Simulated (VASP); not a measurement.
These are PBE0 hybrid, VASP's PBE PAW potentials (set 64) (plane waves; VASP) values and carry that method's errors.

VASP input:

### POSCAR
```
BaTiO3
4.0215050
  1.0000000000   0.0000000000   0.0000000000
  0.0000000000   1.0000000000   0.0000000000
  0.0000000000   0.0000000000   1.0281377246
Ba Ti O
1 1 3
Cartesian
  0.5000000000   0.5000000000   0.5989313501
  0.0000000000   0.0000000000   0.1028548980
  0.0000000000   0.5000000000   0.0660270047
  0.5000000000   0.0000000000   0.0660270047
  0.0000000000   0.0000000000   0.5644167667
```

KPOINTS:
```
kpoints
0
Gamma
4 4 4
0.5 0.5 0.5
```

### INCAR
```
SYSTEM  =  BaTiO3
PREC  =  Accurate; ENCUT  =  400; LREAL  =  .FALSE.
LASPH  =  .TRUE.; ISYM  =  3
EDIFF  =  1E-6; NELM  =  100; ALGO  =  Normal
LMAXMIX  =  4
ISMEAR  =  0; SIGMA  =  0.05
GGA  =  PE; LHFCALC  =  .TRUE.; AEXX  =  0.25
HFRCUT  =  -1; PRECFOCK  =  Fast
ISIF  =  2
LWAVE  =  .FALSE.; LCHARG  =  .FALSE.
```

POTCAR, in this order: Ba_sv Ti_sv O (PBE.64 set). Program: vasp_std.

At this cut-off the stress carries a Pulay error, which pulls relaxed volumes low.

**Question.** What does the run give for the energy per atom (σ→0), pressure, largest force?

**Answer.** 
| Quantity | Value |
|---|---|
| energy per atom (σ→0) | -10.241 eV/atom |
| pressure | -10.35 GPa |
| largest force | 0.623 eV/Å |

File OSZICAR:
```
...
DAV:  15    -0.512032976735E+02   -0.78866E-04   -0.23633E-04   360   0.112E-01    0.805E-02
DAV:  16    -0.512033233143E+02   -0.25641E-04   -0.38853E-05   368   0.743E-02    0.490E-02
DAV:  17    -0.512033379389E+02   -0.14625E-04   -0.16920E-05   352   0.374E-02    0.294E-02
DAV:  18    -0.512033439159E+02   -0.59770E-05   -0.29875E-06   312   0.183E-02    0.174E-02
DAV:  19    -0.512033466964E+02   -0.27805E-05   -0.18519E-06   232   0.109E-02    0.110E-02
DAV:  20    -0.512033480679E+02   -0.13715E-05   -0.59795E-07   200   0.815E-03    0.694E-03
DAV:  21    -0.512033487451E+02   -0.67721E-06   -0.35360E-07   176   0.558E-03
   1 F= -.51203349E+02 E0= -.51203349E+02  d E =-.579202E-34
```

The structure comes from a computed database's BaTiO3 entry; how it stands against other phases isn't given here. The cell was not relaxed at this level. The run is one of a series of settings (KPOINTS 4×4×4 Γ-centred mesh shifted by (0.5, 0.5, 0.5) against the base run), some of them coarse on purpose.
